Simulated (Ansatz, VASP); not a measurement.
# Two plane-wave programs on Sc3Te

Contents of INCAR:

```
SYSTEM = Sc3Te
PREC = Accurate
ENCUT = 600
EDIFF = 1E-6
ISMEAR = 0
SIGMA = 0.1
LREAL = .False.
LASPH = .True.
NELM = 60
ALGO = Normal
ISIF = 3
LWAVE = .False.
LCHARG = .False.
GGA = PE
IBRION = 2
NSW = 90
EDIFFG = -0.04
```

KPOINTS

```
Automatic mesh
0
Gamma
  4 4 4
  0 0 0
```

POSCAR

```
Sc3Te
1.0
    0.0000000000      3.5682048700      3.5682048700
    3.5682048700      0.0000000000      3.5682048700
    3.5682048700      3.5682048700      0.0000000000
Sc Te
3 1
Direct
    0.2500000000      0.2500000000      0.2500000000
    0.7500000000      0.7500000000      0.7500000000
    0.5000000000      0.5000000000      0.5000000000
    0.0000000000      0.0000000000      0.0000000000
```

Input for Ansatz:

```yaml
crystal:
  lattice:
    - [0.0, 3.56820487, 3.56820487]
    - [3.56820487, 0.0, 3.56820487]
    - [3.56820487, 3.56820487, 0.0]
  atoms:
    - { symbol: Sc, position: [0.25, 0.25, 0.25] }
    - { symbol: Sc, position: [0.75, 0.75, 0.75] }
    - { symbol: Sc, position: [0.5, 0.5, 0.5] }
    - { symbol: Te, position: [0.0, 0.0, 0.0] }
basis:
  ecutwfc: 420
kpoints:
  mp_grid: { grid: [4, 4, 4] }
hamiltonian:
  xc: pbe
scf:
  occupations: { method: gaussian, width: 0.1 }
  lower_state_search: "off"
output:
  forces: true
  stress: true
  eigenvalues: true
relax:
  adjacent_minimum: "off"
  f_tol: 0.04
  max_steps: 70
  cell: { stress_tol: 0.4 }
```

Alike in both runs: task relaxation of cell and atoms; functional PBE; k mesh 4 × 4 × 4; occupations gaussian, width 0.1 eV; no spin polarisation.

|  | VASP | Ansatz |
| --- | --- | --- |
| version | VASP 6.6.1 | Ansatz 0.2.0 |
| potentials or method | VASP PAW PBE potentials, release 64 (Sc_sv, Te) | scalar-relativistic, plane waves, PAW |
| plane-wave cutoff (eV) | 600 | 420 |
| valence electrons in the cell | 39 | 49 |

|  | VASP | Ansatz | Ansatz less VASP |
| --- | --- | --- | --- |
| gap on the k mesh at the Fermi level, each at its own relaxed structure (eV) | none | none | - |
| relaxed volume (Å³/atom) | 22.72 | 22.72 | 0.000 |
| relaxed cell length with the largest relative difference (Å) | 5.046 | 5.046 | 0.0000 |

A gap of «none» marks a metal or a gap that the smearing closes. The two sets of potentials don't hold the same shells in valence.

Caveats: the k mesh is coarse (spacing up to 0.38 Å⁻¹), so the values aren't converged; the relaxation stopped at its first step, so nothing moved. Spin-orbit coupling is left out, which matters for the levels of Te.
